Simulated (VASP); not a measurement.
Data:

```
Sc
1.0
    1.63834    -2.83768     0.00000
    1.63834     2.83768     0.00000
    0.00000     0.00000     5.08266
Sc
2
Cartesian
  1.63834   0.94590   1.27067
  1.63834  -0.94590   3.81200
```

These are PBEsol GGA, VASP's PBE PAW potentials (set 64) (plane waves; VASP) values and carry that method's errors. Settings: 480 eV cut-off, 12×12×8 Γ-centred mesh, first-order Methfessel-Paxton smearing of 0.10 eV, potentials Sc_sv.

Estimate the energy per atom (σ→0), band gap (on the k-mesh) with the smallest direct gap where there is one.

The band gap (on the k-mesh) is none (metal, semimetal or under 0.01 eV) and the energy per atom (σ→0) is -6.606 eV/atom.

The compound is Sc in the hcp structure. It was relaxed first, which changed the volume by -5 %.
